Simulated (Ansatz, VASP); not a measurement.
## Cross-check of Ru (Ruthenium) between VASP and Ansatz

Wanted: the spread between two codes on one cell, functional and k mesh. The cell is taken from a series of runs on this material, whose earlier steps may have relaxed, scaled, displaced or heated it; both programs get it as it stands.

Method: plane waves, with VASP 6.6.1 beside it; zone-centre phonons at LDA, in Ansatz 0.2.0.

## (1) Starting point

Symmetry: P6_3/mmc, No. 194, hexagonal system. The conventional cell has a = 2.675 Å, b = 2.675 Å, c = 4.224 Å, α = 90.00°, β = 90.00°, γ = 120.00°. Nearest to Ru lie 12 Ru at 2.62 to 2.67 Å.

As a file:

```cif
data_structure
_symmetry_space_group_name_H-M 'P 1'
_symmetry_Int_Tables_number 1
_cell_length_a 2.6749
_cell_length_b 2.6749
_cell_length_c 4.2239
_cell_angle_alpha 90.000
_cell_angle_beta 90.000
_cell_angle_gamma 120.000
_cell_volume 26.17
loop_
_atom_site_label
_atom_site_type_symbol
_atom_site_fract_x
_atom_site_fract_y
_atom_site_fract_z
_atom_site_occupancy
Ru1 Ru 0.33333 0.66667 0.25000 1
Ru2 Ru 0.66667 0.33333 0.75000 1
```

## (2) VASP: zone-centre phonons, LDA

Second derivatives magnify differences that forces hide, and they need a tight electronic threshold.

Lines of VASP's logs that name or quote its potential files are left out, and so is its time.

Contents of INCAR:

```
SYSTEM = Ru
PREC = Accurate
ENCUT = 500
EDIFF = 1E-08
NELM = 120
ISMEAR = 1
SIGMA = 0.2
LREAL = .FALSE.
ALGO = Normal
GGA = PW92
NBANDS = 20
LASPH = .TRUE.
LORBIT = 11
LWAVE = .FALSE.
LCHARG = .FALSE.
ISIF = 2
IBRION = 8
GGA_COMPAT = .FALSE.
KPAR = 2
```

Contents of POSCAR:

```
Ru
1.0
    2.6749044221      0.0000000000      0.0000000000
   -1.3374522111      2.3165351823      0.0000000000
    0.0000000000      0.0000000000      4.2239497632
Ru
2
Direct
    0.3333333334      0.6666666668      0.2500000000
    0.6666666668      0.3333333334      0.7500000000
```

Contents of KPOINTS:

```
Automatic mesh
0
Gamma
18 18 12
0 0 0
```

PAW data sets: Ru_pv (LDA family, release 64).

On the command line:

```sh
$ mpirun -np 2 vasp_std
```

Numbers of over 12 decimals in the logs are rounded to 6 here.

The log of the run:

```text
[banner, memory and clock lines left out]
running    2 mpi-ranks, on    1 nodes
 distrk:  each k-point on    1 cores,    2 groups
 distr:  one band on    1 cores,    1 groups

 POSCAR found type information on POSCAR Ru
 POSCAR found :  1 types and       2 ions
|                                                                             |
|               ----> ADVICE to this user running VASP <----                  |
|                                                                             |
|     You enforced a specific xc type in the INCAR file but a different       |
|     [... a line on the potential file left out ...]
|     I HOPE YOU KNOW WHAT YOU ARE DOING!                                     |
|                                                                             |

 LDA part: xc-table for (Slater(with rela. corr.)+PW92), standard interpolation
 POSCAR, INCAR and KPOINTS ok, starting setup
 FFT: planning ... GRIDC
 FFT: planning ... GRID_SOFT
 FFT: planning ... GRID
 WAVECAR not read
 entering main loop
       N       E                     dE             d eps       ncg     rms          rms(c)
DAV:   1     0.279668129111E+03    0.27967E+03   -0.17311E+04 10408   0.152E+03
DAV:   2    -0.168761705041E+02   -0.29654E+03   -0.28832E+03 10684   0.457E+02
DAV:   3    -0.227726089012E+02   -0.58964E+01   -0.58434E+01 11864   0.721E+01
DAV:   4    -0.228198417884E+02   -0.47233E-01   -0.47179E-01 13292   0.605E+00
DAV:   5    -0.228204714068E+02   -0.62962E-03   -0.62748E-03 11624   0.615E-01    0.200E+01
DAV:   6    -0.214805520771E+02    0.13399E+01   -0.31075E+00 11960   0.175E+01    0.559E+00
DAV:   7    -0.213934052094E+02    0.87147E-01   -0.52899E-01 11680   0.522E+00    0.116E+00
DAV:   8    -0.213829264616E+02    0.10479E-01   -0.24817E-02 11632   0.143E+00    0.345E-01
DAV:   9    -0.213823276372E+02    0.59882E-03   -0.97674E-04 11872   0.343E-01    0.308E-02
DAV:  10    -0.213823458840E+02   -0.18247E-04   -0.10175E-04 11644   0.103E-01    0.233E-02
DAV:  11    -0.213823434912E+02    0.23927E-05   -0.16861E-05 11688   0.401E-02    0.108E-03
DAV:  12    -0.213823434633E+02    0.27923E-07   -0.23787E-07 11956   0.451E-03    0.122E-03
DAV:  13    -0.213823434660E+02   -0.27298E-08   -0.49926E-09  7452   0.693E-04
   1 F= -.21382343E+02 E0= -.21382529E+02  d E =0.556545E-03
 Linear response reoptimize wavefunctions to high precision
DAV:   1    -0.213823434676E+02   -0.16012E-08   -0.30313E-10  7000   0.181E-04
DAV:   2    -0.213823434676E+02    0.50022E-11   -0.22230E-11  6788   0.474E-05
 Linear response DOF=           2
 Linear response progress:
  Degree of freedom:   1/  2
       N       E                     dE             d eps       ncg     rms          rms(c)
RMM:   1    -0.504044367952E+00   -0.50404E+00    0.33411E+00 46346   0.594E+01
RMM:   2    -0.605915839289E+00   -0.10187E+00   -0.11689E-01 63553   0.288E+00    0.143E-01
RMM:   3    -0.604716611370E+00    0.11992E-02   -0.34086E-03 72640   0.495E-01    0.641E-02
RMM:   4    -0.603535892327E+00    0.11807E-02   -0.45310E-04 72766   0.168E-01    0.239E-02
RMM:   5    -0.603367791264E+00    0.16810E-03   -0.44639E-05 88543   0.429E-02    0.987E-03
RMM:   6    -0.603286525761E+00    0.81266E-04   -0.49551E-05 77610   0.124E-02    0.515E-03
RMM:   7    -0.603282516526E+00    0.40092E-05   -0.36316E-05 77948   0.693E-03    0.727E-04
RMM:   8    -0.603301467627E+00   -0.18951E-04   -0.20652E-05 94585   0.240E-03    0.334E-04
RMM:   9    -0.603309273484E+00   -0.78059E-05   -0.12486E-05 85768   0.108E-03    0.652E-05
RMM:  10    -0.603309701911E+00   -0.42843E-06   -0.73846E-06 99236   0.635E-04    0.197E-05
RMM:  11    -0.603310095189E+00   -0.39328E-06   -0.41256E-06 85815   0.434E-04    0.788E-06
RMM:  12    -0.603310080297E+00    0.14892E-07   -0.25119E-06 96413   0.339E-04    0.376E-06
RMM:  13    -0.603310052304E+00    0.27993E-07   -0.14295E-06 98285   0.290E-04    0.143E-06
RMM:  14    -0.603310092722E+00   -0.40418E-07   -0.10593E-06 89834   0.266E-04    0.478E-07
[...]
RMM:  19    -0.603310122148E+00   -0.43617E-08   -0.24768E-07 62643   0.231E-04    0.123E-07
RMM:  20    -0.603310123344E+00   -0.11966E-08   -0.27157E-07 61846   0.230E-04    0.139E-07
RMM:  21    -0.603310123666E+00   -0.32116E-09   -0.20602E-07 60723   0.229E-04    0.162E-07
RMM:  22    -0.603310123803E+00   -0.13721E-09   -0.23950E-07 60202   0.229E-04    0.192E-07
RMM:  23    -0.603310124039E+00   -0.23626E-09   -0.19568E-07 59408   0.228E-04    0.195E-07
RMM:  24    -0.603310123943E+00    0.95663E-10   -0.22870E-07 58899   0.228E-04    0.228E-07
RMM:  25    -0.603310125124E+00   -0.11805E-08   -0.18607E-07 59072   0.228E-04    0.169E-07
RMM:  26    -0.603310125102E+00    0.21472E-10   -0.22237E-07 58093   0.228E-04    0.200E-07
 first order change of Fermi-energy  -0.11470E-05
 force on displaced ion       1 direction 1 :  -8.328   0.001   0.000
 Linear response progress:
  Degree of freedom:   2/  2
       N       E                     dE             d eps       ncg     rms          rms(c)
RMM:   1    -0.620309504997E+00   -0.62031E+00    0.38689E+00 15976   0.601E+01
RMM:   2    -0.734790298280E+00   -0.11448E+00   -0.13258E-01 22051   0.302E+00    0.143E-01
RMM:   3    -0.734732218137E+00    0.58080E-04   -0.21096E-03 25123   0.467E-01    0.720E-02
RMM:   4    -0.734117552220E+00    0.61467E-03   -0.38517E-04 24661   0.162E-01    0.211E-02
RMM:   5    -0.733979725306E+00    0.13783E-03    0.11717E-04 29473   0.509E-02    0.132E-02
RMM:   6    -0.733913411602E+00    0.66314E-04    0.18003E-05 26770   0.158E-02    0.841E-03
RMM:   7    -0.733890874844E+00    0.22537E-04   -0.14913E-06 25711   0.947E-03    0.284E-03
RMM:   8    -0.733883433900E+00    0.74409E-05    0.15887E-05 27286   0.407E-03    0.665E-04
RMM:   9    -0.733891291204E+00   -0.78573E-05    0.58029E-06 28048   0.202E-03    0.109E-04
RMM:  10    -0.733891684302E+00   -0.39310E-06    0.10646E-05 30531   0.100E-03    0.545E-05
RMM:  11    -0.733893179493E+00   -0.14952E-05    0.37677E-06 30436   0.518E-04    0.123E-05
RMM:  12    -0.733893609366E+00   -0.42987E-06   -0.43855E-07 30060   0.395E-04    0.600E-06
RMM:  13    -0.733893451411E+00    0.15795E-06    0.16408E-06 31130   0.332E-04    0.141E-06
RMM:  14    -0.733893699413E+00   -0.24800E-06   -0.93880E-07 33390   0.295E-04    0.109E-06
RMM:  15    -0.733893602889E+00    0.96524E-07    0.64853E-08 30851   0.275E-04    0.911E-07
RMM:  16    -0.733893689929E+00   -0.87040E-07   -0.70357E-07 30772   0.266E-04    0.567E-07
RMM:  17    -0.733893679197E+00    0.10731E-07   -0.56279E-07 26010   0.257E-04    0.407E-07
RMM:  18    -0.733893685165E+00   -0.59676E-08   -0.62075E-07 22975   0.253E-04    0.475E-07
RMM:  19    -0.733893700607E+00   -0.15442E-07   -0.67267E-07 29476   0.251E-04    0.749E-08
 first order change of Fermi-energy   0.10663E-03
 force on displaced ion       1 direction 3 :  -0.000  -0.000 -14.524
 Linear response finished
```

OUTCAR, selected parts (step 2):

```text
ion  position               nearest neighbor table
   1  0.333  0.667  0.250-   2 2.62   2 2.62   2 2.62   2 2.62   2 2.62   2 2.62
   2  0.667  0.333  0.750-   1 2.62   1 2.62   1 2.62   1 2.62   1 2.62   1 2.62

  LATTYP: Found a hexagonal cell.
 ALAT       =     2.6749044221
 C/A-ratio  =     1.5791030619

 Subroutine GETGRP returns: Found 24 space group operations
 (whereof 12 operations were pure point group operations)

The static configuration has the point symmetry D_3d.
 The point group associated with its full space group is D_6h.

 Found    259 irreducible k-points:

   k-points           NKPTS =    259   k-points in BZ     NKDIM =    259   number of bands    NBANDS=     20

   dimension x,y,z NGX =    20 NGY =   20 NGZ =   32
   dimension x,y,z NGXF=    40 NGYF=   40 NGZF=   64

   ENCUT  =  500.0 eV  36.75 Ry    6.06 a.u.   4.88  4.88  7.70*2*pi/ulx,y,z

   NELECT =      28.0000    total number of electrons

 k-points in reciprocal lattice and weights: Automatic mesh
   0.00000000  0.00000000  0.00000000       0.000
   0.05555556  0.00000000  0.00000000       0.002
   0.11111111  0.00000000  0.00000000       0.002
   0.16666667  0.00000000  0.00000000       0.002
   0.22222222  0.00000000  0.00000000       0.002
   0.27777778  0.00000000  0.00000000       0.002
   0.33333333  0.00000000  0.00000000       0.002
   0.38888889  0.00000000  0.00000000       0.002
   0.44444444  0.00000000  0.00000000       0.002
[...]
0.33333333  0.27777778  0.50000000       0.003
   0.33333333  0.33333333  0.50000000       0.001

 average (electrostatic) potential at core
       1 -66.8227       2 -66.8227

  Total        0.0955748      0.0955748      0.1045562     -0.0000000     -0.0000000      0.0000000
  in kB        5.8504321      5.8504321      6.4002155     -0.0000000     -0.0000000      0.0000000
  external PRESSURE =       6.0336932 kB  Pullay stress =       0.0000000 kB

  energy-cutoff  :      500.00
  volume of cell :       26.17
      direct lattice vectors                 reciprocal lattice vectors
     2.674904422  0.000000000  0.000000000     0.373845133  0.215839588  0.000000000
    -1.337452211  2.316535182  0.000000000     0.000000000  0.431679177  0.000000000
     0.000000000  0.000000000  4.223949763     0.000000000  0.000000000  0.236745240

 POSITION                                       TOTAL-FORCE (eV/Angst)
 -----------------------------------------------------------------------------------
     -0.00000      1.54436      1.05599        -0.000000      0.000000      0.000000
      1.33745      0.77218      3.16796         0.000000     -0.000000      0.000000
 -----------------------------------------------------------------------------------
    total drift:                               -0.000000     -0.000000      0.000000

 Eigenvectors and eigenvalues of the dynamical matrix
 ----------------------------------------------------

   1 f  =    8.380999 THz    52.659367 2PiTHz  279.560018 cm-1    34.661009 meV
             X         Y         Z           dx          dy          dz
     -0.000000  1.544357  1.055987     0.000000    0.000000   -0.707107
      1.337452  0.772178  3.167962     0.000000    0.000000    0.707107

   2 f  =    6.346206 THz    39.874386 2PiTHz  211.686636 cm-1    26.245786 meV
             X         Y         Z           dx          dy          dz
     -0.000000  1.544357  1.055987    -0.225064    0.670333    0.000000
      1.337452  0.772178  3.167962     0.225064   -0.670333    0.000000

   3 f  =    6.346206 THz    39.874386 2PiTHz  211.686636 cm-1    26.245786 meV
             X         Y         Z           dx          dy          dz
     -0.000000  1.544357  1.055987     0.670333    0.225064    0.000000
      1.337452  0.772178  3.167962    -0.670333   -0.225064    0.000000

   4 f  =    0.000000 THz     0.000000 2PiTHz    0.000001 cm-1     0.000000 meV
             X         Y         Z           dx          dy          dz
     -0.000000  1.544357  1.055987    -0.594865    0.382277    0.000000
      1.337452  0.772178  3.167962    -0.594865    0.382277    0.000000

   5 f  =    0.000000 THz     0.000000 2PiTHz    0.000000 cm-1     0.000000 meV
             X         Y         Z           dx          dy          dz
     -0.000000  1.544357  1.055987     0.000000   -0.000000    0.707107
      1.337452  0.772178  3.167962     0.000000    0.000000    0.707107

   6 f/i=    0.000000 THz     0.000000 2PiTHz    0.000002 cm-1     0.000000 meV
             X         Y         Z           dx          dy          dz
     -0.000000  1.544357  1.055987    -0.382277   -0.594865    0.000000
      1.337452  0.772178  3.167962    -0.382277   -0.594865    0.000000

 ELASTIC MODULI CONTR FROM IONIC RELAXATION (kBar)
 Direction    XX          YY          ZZ          XY          YZ          ZX
 --------------------------------------------------------------------------------
 XX         -71.8402     71.8402     -0.0000      0.0000      0.0000      0.0000
 YY          71.8402    -71.8402      0.0000      0.0000      0.0000      0.0000
 ZZ          -0.0000      0.0000     -0.0000     -0.0000      0.0000      0.0000
 XY           0.0000      0.0000     -0.0000    -71.8402      0.0000      0.0000
 YZ           0.0000      0.0000      0.0000      0.0000      0.0000      0.0000
 ZX           0.0000      0.0000      0.0000      0.0000      0.0000      0.0000
 --------------------------------------------------------------------------------
```

(Continued in part 2 of 2.)

[Lines on the potential files, build, host, timing and source positions are cut from VASP's logs without a mark.]

[Logs are printed without paths, hosts, clocks, repeated set-up lines and the standing remarks that a program may print on its own settings, such as how far it seeks lower states.]

[Hosts, paths, dates, database ids (printed as entryN), source tags and the programs' standing remarks are cut or masked in the printed files.]
